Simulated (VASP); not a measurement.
Input:

```yaml
crystal:
  lattice:
    - [1.64205, -2.84412, 0.00000]
    - [1.64205, 2.84412, 0.00000]
    - [0.00000, 0.00000, 5.36286]
  atoms:
    - { symbol: Ga, position: [0.66667, 0.33333, 0.50034] }
    - { symbol: Ga, position: [0.33333, 0.66667, 0.00034] }
    - { symbol: N, position: [0.66667, 0.33333, 0.87666] }
    - { symbol: N, position: [0.33333, 0.66667, 0.37666] }
```

Method: vdW-DF2, VASP's PBE PAW potentials (set 64) (plane waves; VASP). Numerical set-up: 520 eV cut-off, Gaussian smearing of 0.050 eV, potentials Ga_d N.

Task: Give the energies of bands 13 to 21 at the high-symmetry points, in eV from the valence-band maximum.

Result: 
```csv
band,Γ,M,K,A,L,H
13,-6.40,-5.99,-5.09,-3.67,-6.07,-5.74
14,-0.90,-4.98,-5.09,-3.67,-6.07,-5.74
15,-0.90,-3.71,-4.56,-0.46,-1.69,-3.62
16,-0.04,-2.37,-2.58,-0.46,-1.69,-3.62
17,0.00,-1.87,-2.58,-0.46,-1.69,-1.30
18,0.00,-0.88,-2.36,-0.46,-1.69,-1.30
19,1.23,4.87,5.40,3.58,4.15,5.76
20,3.61,4.88,6.73,3.58,4.15,5.76
21,8.65,5.94,6.73,8.02,7.12,7.21
```

The gap is direct, 1.23 eV, from the valence maximum at Γ to the conduction minimum at Γ.

Measured: gap 3.68 eV (computed value off by -2.45 eV), as given by Wei Chen et al., Physical Review Materials (2018), doi:10.1103/physrevmaterials.2.073803 [zero-point renormalisation of 0.17 eV added back (the table's ZPR column)].

The compound is GaN in the wurtzite structure. It was relaxed first, which changed the volume by +10 %.
